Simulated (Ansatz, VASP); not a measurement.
BaReCl: VASP beside Ansatz

```
CELL_PARAMETERS angstrom
4.54104 0.00000 0.00000
0.00000 4.54104 0.00000
0.00000 0.00000 7.41936
ATOMIC_POSITIONS crystal
Ba 0.00000 0.50000 0.21500
Ba 0.50000 0.00000 0.78500
Re 0.00000 0.00000 0.00000
Re 0.50000 0.50000 0.00000
Cl 0.00000 0.50000 0.65000
Cl 0.50000 0.00000 0.35000
```

The cell was built by a generator and needn't be a form met in nature.

Alike in both runs: task single point; functional PBEsol; k mesh 4 × 4 × 3; no spin polarisation.

|  | VASP | Ansatz |
| --- | --- | --- |
| version | VASP 6.6.1 | Ansatz 0.2.0 |
| potentials or method | VASP PAW PBE potentials, release 64 (Ba_sv, Re, Cl) | PAW plane waves |
| plane-wave cutoff (eV) | 520 | 420 |
| occupations | fermi-dirac, width 0.1 eV | fermi-dirac |
| valence electrons in the cell | 48 | 64 |

```csv
,VASP,Ansatz,Ansatz less VASP
gap on the k mesh at the Fermi level (eV),none,none,-
pressure (GPa),3.9,0.8,-3.15
largest component of the traceless stress (GPa),9.48,9.54,+0.062
rms of the force components (eV/Å),1.300,1.038,-0.2620
```

Atom by atom the forces differ by 0.264 eV/Å (rms over components). A gap of «none» marks a metal or a gap that the smearing closes. One of these differences is far larger than is usual between the two programs; its cause wasn't traced. The two sets of potentials don't hold the same shells in valence.

Caveats: the PAW data sets were made with another functional, which shifts forces and pressure a little (VASP). Spin-orbit coupling is left out, which matters for the levels of Ba, Re.
